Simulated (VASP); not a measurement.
Data:

```
CELL_PARAMETERS angstrom
      5.24761     0.00000     0.00000
     -2.62381     4.54457     0.00000
      0.00000     0.00000     4.18885
ATOMIC_POSITIONS crystal
  Co 0.00000 0.50000 0.00000
  Co 0.50000 0.00000 0.00000
  Co 0.50000 0.50000 0.00000
  Sn 0.66667 0.33333 0.50000
  Sn 0.33333 0.66667 0.50000
  Sn 0.00000 0.00000 0.00000
```

These are PBE GGA, VASP's PBE PAW potentials (set 64) (plane waves; VASP 6.6.1) values and carry that method's errors. Run with 300 eV cut-off, 6×6×7 Γ-centred mesh, Fermi-Dirac smearing of 0.10 eV, potentials Co Sn_d.

Task: Give the energies of bands 26 to 39 at the high-symmetry points, in eV from the Fermi level.

Result: 
```json
[
 {"band": "26", "Γ": "-2.10", "M": "-2.12", "K": "-2.15", "A": "-2.04", "L": "-1.56", "H": "-1.95"},
 {"band": "27", "Γ": "-2.10", "M": "-1.92", "K": "-2.07", "A": "-1.89", "L": "-1.49", "H": "-1.52"},
 {"band": "28", "Γ": "-1.68", "M": "-1.59", "K": "-1.14", "A": "-1.42", "L": "-1.41", "H": "-1.52"},
 {"band": "29", "Γ": "-1.68", "M": "-1.25", "K": "-1.14", "A": "-1.42", "L": "-1.35", "H": "-1.04"},
 {"band": "30", "Γ": "-0.54", "M": "-1.04", "K": "-1.08", "A": "-1.02", "L": "-1.30", "H": "-1.02"},
 {"band": "31", "Γ": "-0.54", "M": "-0.74", "K": "-1.08", "A": "-1.02", "L": "-1.03", "H": "-0.86"},
 {"band": "32", "Γ": "-0.54", "M": "-0.53", "K": "-0.68", "A": "-0.59", "L": "-0.78", "H": "-0.86"},
 {"band": "33", "Γ": "-0.49", "M": "-0.50", "K": "-0.28", "A": "-0.58", "L": "-0.58", "H": "-0.70"},
 {"band": "34", "Γ": "-0.49", "M": "0.65", "K": "1.04", "A": "-0.58", "L": "-0.52", "H": "-0.70"},
 {"band": "35", "Γ": "0.43", "M": "0.96", "K": "1.30", "A": "-0.50", "L": "-0.50", "H": "-0.56"},
 {"band": "36", "Γ": "0.57", "M": "1.66", "K": "1.30", "A": "-0.50", "L": "-0.22", "H": "-0.23"},
 {"band": "37", "Γ": "1.32", "M": "1.76", "K": "1.81", "A": "-0.20", "L": "0.37", "H": "1.25"},
 {"band": "38", "Γ": "1.32", "M": "2.52", "K": "1.81", "A": "0.43", "L": "1.19", "H": "3.40"},
 {"band": "39", "Γ": "2.92", "M": "3.32", "K": "2.38", "A": "1.26", "L": "3.99", "H": "3.40"}
]
```

It has no gap at this level: it comes out as a metal or semimetal.

The structure comes from a computed database's CoSn entry; how it stands against other phases isn't given here. The cell was not relaxed at this level. The run is not spin-polarised, so no magnetic state was tried. The electron count is odd and the run is not spin-polarised, which forces a metal.
